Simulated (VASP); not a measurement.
OSZICAR of a VASP run on Mo (bcc):

OSZICAR:
```
       N       E                     dE             d eps       ncg     rms          rms(c)
DAV:   1     0.896518939115E+02    0.89652E+02   -0.83826E+03  4322   0.131E+03
DAV:   2    -0.102630365480E+02   -0.99915E+02   -0.96865E+02  4686   0.341E+02
DAV:   3    -0.115729248117E+02   -0.13099E+01   -0.12986E+01  4919   0.389E+01
DAV:   4    -0.115767568309E+02   -0.38320E-02   -0.38362E-02  4698   0.238E+00
DAV:   5    -0.115767769689E+02   -0.20138E-04   -0.20169E-04  4965   0.171E-01    0.142E+01
DAV:   6    -0.109715823466E+02    0.60519E+00   -0.10988E+00  4641   0.126E+01    0.369E+00
DAV:   7    -0.108932151051E+02    0.78367E-01   -0.21207E-01  5012   0.515E+00    0.980E-01
DAV:   8    -0.108893989545E+02    0.38162E-02   -0.40452E-03  4470   0.906E-01    0.189E-01
DAV:   9    -0.108894807125E+02   -0.81758E-04   -0.12945E-04  5076   0.153E-01    0.730E-02
DAV:  10    -0.108894864128E+02   -0.57003E-05   -0.11428E-05  4602   0.438E-02    0.812E-03
DAV:  11    -0.108894886615E+02   -0.22487E-05   -0.36010E-07  5145   0.643E-03    0.134E-03
DAV:  12    -0.108894879596E+02    0.70191E-06   -0.12527E-08  2547   0.141E-03    0.124E-04
DAV:  13    -0.108894880181E+02   -0.58578E-07   -0.49400E-10  2382   0.311E-04
   1 F= -.10889488E+02 E0= -.10889488E+02  d E =0.000000E+00
```

Which electronic solver shows in the log?

It is blocked Davidson (ALGO = Normal, or the opening steps of other solvers). The INCAR had ALGO = Normal.

Can the final energy be trusted as converged?

The calculation finished and met its thresholds. It stopped with EDIFF = 1E-7, NELM = 100 (PW91 GGA, plane waves, VASP's PBE PAW potentials (set 64)).

The compound is Mo in the bcc structure. It was relaxed first.
